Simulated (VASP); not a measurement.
OSZICAR of a VASP run on Sn (beta):

File OSZICAR:
```
       N       E                     dE             d eps       ncg     rms           ort
DAV:   1     0.260460269979E+03    0.26046E+03   -0.11770E+04  2934   0.225E+03
DAV:   2     0.641840933426E+02   -0.19628E+03   -0.19400E+03  2934   0.479E+02
DAV:   3     0.986500049891E+01   -0.54319E+02   -0.53590E+02  2934   0.229E+02
DAV:   4    -0.512966685161E+01   -0.14995E+02   -0.14806E+02  2934   0.122E+02
DAV:   5    -0.737215656032E+01   -0.22425E+01   -0.22080E+01  2934   0.455E+01
SDA:   6    -0.733215235435E+01    0.40004E-01   -0.21520E+00  2934   0.538E+00   0.000E+00
DMP:   7    -0.747099875638E+01   -0.13885E+00   -0.10760E+00  2934   0.210E+00   0.154E+00
DMP:   8    -0.754224053596E+01   -0.71242E-01   -0.31513E-01  2934   0.483E-01   0.799E-01
DMP:   9    -0.756305492882E+01   -0.20814E-01   -0.14718E-01  2934   0.300E-01   0.179E-01
DMP:  10    -0.757439487379E+01   -0.11340E-01   -0.12845E-01  2934   0.220E-01   0.266E-01
DMP:  11    -0.758525273336E+01   -0.10858E-01   -0.46072E-02  2934   0.736E-02   0.109E-01
DMP:  12    -0.758855837685E+01   -0.33056E-02   -0.16847E-02  2934   0.233E-02   0.492E-02
DMP:  13    -0.758980282964E+01   -0.12445E-02   -0.61773E-03  2934   0.847E-03   0.183E-02
DMP:  14    -0.759023091288E+01   -0.42808E-03   -0.19830E-03  2934   0.292E-03   0.533E-03
DMP:  15    -0.759036640761E+01   -0.13549E-03   -0.69573E-04  2934   0.108E-03   0.174E-03
DMP:  16    -0.759040717846E+01   -0.40771E-04   -0.17906E-04  2934   0.305E-04   0.373E-04
DMP:  17    -0.759041713241E+01   -0.99539E-05   -0.68662E-05  2934   0.147E-04   0.653E-05
DMP:  18    -0.759042171990E+01   -0.45875E-05   -0.30052E-05  2934   0.622E-05   0.339E-05
DMP:  19    -0.759042391218E+01   -0.21923E-05   -0.18213E-05  2934   0.347E-05   0.285E-05
DMP:  20    -0.759042503977E+01   -0.11276E-05   -0.90635E-06  2934   0.143E-05   0.218E-05
DMP:  21    -0.759042559111E+01   -0.55134E-06   -0.43682E-06  2934   0.665E-06   0.112E-05
   1 F= -.75904256E+01 E0= -.75902740E+01  d E =-.454801E-03
```

Which electronic solver shows in the log?

It is blocked Davidson (ALGO = Normal, or the opening steps of other solvers) and then steepest descent (the opening step of the all-band solvers) and then damped velocity friction (ALGO = Damped). The INCAR had ALGO = Damped.

Can the final energy be trusted as converged?

Self-consistency was reached. It stopped with EDIFF = 1E-6, NELM = 100 (PBE GGA, plane waves, VASP's PBE PAW potentials (set 64)).

The compound is Sn in the beta structure. The cell was not relaxed at this level. The run is one of a series of settings (ALGO = Damped against the base run), some of them coarse on purpose.
